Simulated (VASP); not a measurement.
A convergence study with VASP on Cu (fcc): one setting is varied, all else stays as given below, so the limit is that of these other settings.

```
CELL_PARAMETERS angstrom
      0.00000     1.80500     1.80500
      1.80500     0.00000     1.80500
      1.80500     1.80500     0.00000
ATOMIC_POSITIONS crystal
  Cu 0.00000 0.00000 0.00000
```

These are LDA (Ceperley-Alder, Perdew-Zunger), VASP's LDA PAW potentials (set 64) (plane waves; VASP) values and carry that method's errors. The tightest run used: 550 eV cut-off, 23×23×23 Monkhorst-Pack mesh, first-order Methfessel-Paxton smearing of 0.10 eV, potentials Cu.

**Question.** The settings run are 1×1×1 mesh; 2×2×2 mesh; 3×3×3 mesh; 4×4×4 mesh; 5×5×5 mesh; 6×6×6 mesh; 7×7×7 mesh; 8×8×8 mesh; 9×9×9 mesh; 10×10×10 mesh; 11×11×11 mesh; 12×12×12 mesh; 13×13×13 mesh; 14×14×14 mesh; 15×15×15 mesh; 16×16×16 mesh; 17×17×17 mesh; 18×18×18 mesh; 19×19×19 mesh; 20×20×20 mesh; 21×21×21 mesh; 22×22×22 mesh; 23×23×23 mesh. From which on does the stress (every component) stay within 0.5 GPa of the tightest run?

**Answer.** From 6×6×6 mesh on: it is off by 0.08 there and by no more than 0.5 in any finer run, while 5×5×5 mesh is off by 0.66.
| setting | E (eV/atom) | pressure (GPa) | irreducible k-points | difference judged (GPa) |
|---|---|---|---|---|
| 1×1×1 mesh | -14.5087 | -103.24 | 1 | 92.04 |
| 2×2×2 mesh | -3.9947 | -5.21 | 2 | 6.00 |
| 3×3×3 mesh | -5.0105 | -15.29 | 4 | 4.09 |
| 4×4×4 mesh | -4.6147 | -9.10 | 10 | 2.10 |
| 5×5×5 mesh | -4.7778 | -11.86 | 10 | 0.66 |
| 6×6×6 mesh | -4.6645 | -11.28 | 28 | 0.08 |
| 7×7×7 mesh | -4.7184 | -11.32 | 20 | 0.12 |
| 8×8×8 mesh | -4.6787 | -11.33 | 60 | 0.13 |
| 9×9×9 mesh | -4.6911 | -11.09 | 35 | 0.11 |
| 10×10×10 mesh | -4.6792 | -10.95 | 110 | 0.25 |
| 11×11×11 mesh | -4.6827 | -11.42 | 56 | 0.22 |
| 12×12×12 mesh | -4.6781 | -11.09 | 182 | 0.11 |
| 13×13×13 mesh | -4.6779 | -11.24 | 84 | 0.04 |
| 14×14×14 mesh | -4.6775 | -11.15 | 280 | 0.05 |
| 15×15×15 mesh | -4.6755 | -11.39 | 120 | 0.19 |
| 16×16×16 mesh | -4.6777 | -11.18 | 408 | 0.02 |
| 17×17×17 mesh | -4.6756 | -11.38 | 165 | 0.17 |
| 18×18×18 mesh | -4.6774 | -11.18 | 570 | 0.02 |
| 19×19×19 mesh | -4.6749 | -11.25 | 220 | 0.05 |
| 20×20×20 mesh | -4.6769 | -11.18 | 770 | 0.02 |
| 21×21×21 mesh | -4.6752 | -11.22 | 286 | 0.02 |
| 22×22×22 mesh | -4.6769 | -11.14 | 1012 | 0.06 |
| 23×23×23 mesh | -4.6754 | -11.20 | 364 | 0.00 |

Left out are rungs that failed or repeat a setting and relaxations that didn't move; long series are thinned to 24 rows.

The compound is Cu in the fcc structure. The cell was not relaxed at this level.
